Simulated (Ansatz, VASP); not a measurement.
Two plane-wave programs on BiAu

File INCAR:

```
ALGO     = Fast           # electronic algorithm
EDIFF    = 1E-6           # SCF threshold, eV
ENCUT    = 520            # plane-wave cutoff, eV
GGA      = PE             # functional
ISIF     = 2              # what is computed and relaxed
ISMEAR   = 0              # smearing method
LASPH    = True           # aspherical terms in the spheres
LCHARG   = False          # write CHGCAR
LREAL    = False          # projectors in reciprocal space
LWAVE    = False          # write WAVECAR
NBANDS   = 20             # bands
NELM     = 100            # most SCF steps
PREC     = Accurate       # precision mode
SIGMA    = 0.05           # smearing width, eV
```

File KPOINTS:

```
k-points
0
Gamma
  10 10 10
```

Contents of POSCAR:

```
BiAu
1.0
    0.0000000000      2.9142681634      2.9142681634
    2.9142681634      0.0000000000      2.9142681634
    2.9142681634      2.9142681634      0.0000000000
Au Bi
1 1
Direct
    0.5000000000      0.5000000000      0.5000000000
    0.0000000000      0.0000000000      0.0000000000
```

Input for Ansatz:

```yaml
crystal:
  lattice:
    - [0.0, 2.9142681634, 2.9142681634]
    - [2.9142681634, 0.0, 2.9142681634]
    - [2.9142681634, 2.9142681634, 0.0]
  atoms:
    - { symbol: Au, position: [0.5, 0.5, 0.5] }
    - { symbol: Bi, position: [0.0, 0.0, 0.0] }
basis:
  ecutwfc: 420
  ecutrho_ratio: 4
kpoints:
  mp_grid: { grid: [10, 10, 10] }
hamiltonian:
  xc: pbe
scf:
  occupations: { method: gaussian, width: 0.05 }
output:
  forces: true
  stress: true
  eigenvalues: true
```

Alike in both runs: task single point; functional PBE; k mesh 10 × 10 × 10; occupations gaussian, width 0.05 eV; no spin polarisation.

|  | VASP | Ansatz |
| --- | --- | --- |
| version | VASP 6.6.1 | Ansatz 0.2.0 |
| potentials or method | VASP PAW PBE potentials, release 64 (Au, Bi_d) | scalar-relativistic, plane waves, PAW |
| plane-wave cutoff (eV) | 520 | 420 |
| valence electrons in the cell | 26 | 34 |

Ansatz gave:

- gap on the k mesh at the Fermi level (eV): none
- pressure (GPa): 4.8

Q: Estimate VASP's values.

A: gap on the k mesh at the Fermi level (eV): none; pressure (GPa): 4.7.

A gap of «none» marks a metal or a gap that the smearing closes. With one functional, cell and mesh, what is left measures potentials, basis and numerics. The two sets of potentials don't hold the same shells in valence.

Caveats: spin-orbit coupling is left out, which moves the levels of the heavy elements.
